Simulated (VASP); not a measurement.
Method: rev-vdW-DF2, VASP's PBE PAW potentials (set 64) (plane waves; VASP).

Input for VASP

### INCAR
```
AGGAC  =  0.0
ALGO  =  Normal
EDIFF  =  1E-7
ENCUT  =  520
GGA  =  MK
ISIF  =  2
ISMEAR  =  0
LASPH  =  .TRUE.
LCHARG  =  .FALSE.
LMAXMIX  =  6
LREAL  =  .FALSE.
LUSE_VDW  =  .TRUE.
LWAVE  =  .FALSE.
NELM  =  100
PARAM1  =  0.1234568
PARAM2  =  0.7114
PREC  =  Accurate
SIGMA  =  0.05
SYSTEM  =  BaHfO3
ZAB_VDW  =  -1.8867
```

KPOINTS:
```
Automatic mesh
0
Gamma
5 5 5
0 0 0
```

File POSCAR:
```
BaHfO3
1
    4.1778860727     0.0000000000     0.0000000000
    0.0000000000     4.1778860727     0.0000000000
    0.0000000000     0.0000000000     4.1778860727
Ba Hf O
1 1 3
Direct
  0.0000000000   0.0000000000   0.0000000000
  0.5000000000   0.5000000000   0.5000000000
  0.5000000000   0.0000000000   0.5000000000
  0.0000000000   0.5000000000   0.5000000000
  0.5000000000   0.5000000000   0.0000000000
```

POTCAR, in this order: Ba_sv Hf_pv O (PBE.64 set). Program: vasp_std.

### Question
What will the output report for the number of irreducible k-points (NKPTS), largest plane-wave count, number of space-group operations, FFT grid (NGX, NGY, NGZ)?

### Answer

```
Quantity                                       Value
--------------------------------------  ------------
number of irreducible k-points (NKPTS)            10
largest plane-wave count                        1971
number of space-group operations                  48
FFT grid (NGX, NGY, NGZ)                32 × 32 × 32
```

The compound is BaHfO3 in the cubic perovskite structure. It was relaxed first.
